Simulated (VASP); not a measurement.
An input for Ansatz (written as the equivalent of a VASP run, and not itself run):

Ansatz 0.2 input:
```yaml
crystal:
  lattice:
    - [4.2700000, 0.0000000, 0.0000000]
    - [0.0000000, 4.2700000, 0.0000000]
    - [0.0000000, 0.0000000, 4.2700000]
  atoms:
    - { symbol: Cu, position: [0.7500000, 0.2500000, 0.7500000] }
    - { symbol: Cu, position: [0.2500000, 0.7500000, 0.7500000] }
    - { symbol: Cu, position: [0.7500000, 0.7500000, 0.2500000] }
    - { symbol: Cu, position: [0.2500000, 0.2500000, 0.2500000] }
    - { symbol: O, position: [0.0000000, 0.0000000, 0.0000000] }
    - { symbol: O, position: [0.5000000, 0.5000000, 0.5000000] }
kpoints:
  mp_grid: { grid: [5, 5, 5] }
hamiltonian:
  xc: pbe
  dispersion: d4
  pseudopotentials: { kind: paw }
scf:
  occupations: { method: gaussian, width: 0.05 }
  max_iter: 100
relax:
  max_steps: 60
  f_tol: 0.02
  cell: {}
output: { forces: true, stress: true, eigenvalues: true }
```

Write the VASP files for the same calculation (PBE-D4).

One answer among several that fit: 
### POSCAR
```
Cu2O
1
    4.2700000000     0.0000000000     0.0000000000
    0.0000000000     4.2700000000     0.0000000000
    0.0000000000     0.0000000000     4.2700000000
Cu O
4 2
Direct
  0.7500000000   0.2500000000   0.7500000000
  0.2500000000   0.7500000000   0.7500000000
  0.7500000000   0.7500000000   0.2500000000
  0.2500000000   0.2500000000   0.2500000000
  0.0000000000   0.0000000000   0.0000000000
  0.5000000000   0.5000000000   0.5000000000
```

**INCAR**
```
SYSTEM=Cu2O
PREC=Accurate; ENCUT=520; LREAL=.FALSE.
LASPH=.TRUE.
EDIFF=1E-6; NELM=100; ALGO=Normal
LMAXMIX=4
ISMEAR=0; SIGMA=0.05
GGA=PE; IVDW=13
IBRION=2; NSW=60; ISIF=3
EDIFFG=-0.02
LWAVE=.FALSE.; LCHARG=.FALSE.
```

KPOINTS:
```
Automatic mesh
0
Gamma
5 5 5
0 0 0
```

POTCAR, in this order: Cu O (PBE.64 set). Program: vasp_std.

Limits of the translation: each code has its own PAW files, so the cut-off isn't converted (ENCUT is set for VASP's; basis.ecutwfc is left out, and Ansatz then takes the one that its files recommend); Ansatz stops its SCF on the density residual and VASP on the energy change (EDIFF).

The compound is Cu2O in the cuprite structure. This run relaxes it. Symmetry was kept, so distortions that lower it aren't found. The start is the result of an earlier pass.
